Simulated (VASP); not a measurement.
TaMo2C3:

```
Ta Mo C
1.0
     3.52749    2.03660    2.50464
    -3.52749    2.03660    2.50464
     0.00000   -4.07320    2.50464
Ta Mo C
1 2 3
Cartesian
  0.0000 0.0000 3.7570
  0.0000 0.0000 5.7917
  0.0000 0.0000 1.7222
  -1.7637 1.0183 1.2523
  0.0000 -2.0366 1.2523
  1.7637 1.0183 1.2523
```

The cell was built by a generator and needn't be a form met in nature.

| Item | Value |
| --- | --- |
| Program | VASP 6.6.1 |
| Task | relaxation of cell and atoms |
| Functional | PBE |
| Potentials or basis | VASP PAW PBE potentials, release 64 (Ta_pv, Mo_sv, C) |
| Cutoff | 520 eV |
| k mesh | 4 × 4 × 4 |
| Occupations | gaussian, width 0.15 eV |
| Spin | no spin polarisation |

At the start: pressure 6.6 GPa; volume 17.99 Å³/atom.

**Question.** How do energy, volume and symmetry change on relaxing?

**Answer.** Over 11 steps the energy falls by 956.4 meV/atom and the volume is 16.87 Å³/atom (-6.2 %); space group R-3m (No. 166, to 0.05 Å).

The path:
```
step  energy change (eV)  largest force (eV/Å)  pressure (GPa)  volume (Å³)
   1              0.0000               13.9478            6.60       107.96
   2             -3.1317                2.1776            9.13       112.33
   3             -3.5595                1.5246            4.33       112.49
   4             -3.8236                0.8992            1.76       112.54
   5             -5.2874                0.5886           -9.90       111.46
   6             -5.0965                1.3387          -11.44       110.03
   7             -5.3615                0.3221          -10.96       111.06
   8             -5.3621                0.0381          -11.24       110.84
   9             -5.3061                0.6523           14.24        94.11
  10             -5.7134                0.3138           -0.86       102.31
  11             -5.7384                0.0113           -0.29       101.25
```

Final structure:
```cif
data_structure
_symmetry_space_group_name_H-M 'P 1'
_symmetry_Int_Tables_number 1
_cell_length_a 4.6609
_cell_length_b 4.6609
_cell_length_c 4.6609
_cell_angle_alpha 89.721
_cell_angle_beta 89.721
_cell_angle_gamma 89.721
_cell_volume 101.25
loop_
_atom_site_label
_atom_site_type_symbol
_atom_site_fract_x
_atom_site_fract_y
_atom_site_fract_z
_atom_site_occupancy
Ta1 Ta 0.50000 0.50000 0.50000 1
Mo1 Mo 0.81258 0.81258 0.81258 1
Mo2 Mo 0.18742 0.18742 0.18742 1
C1 C 0.00000 0.50000 0.00000 1
C2 C 0.00000 0.00000 0.50000 1
C3 C 0.50000 0.00000 0.00000 1
```
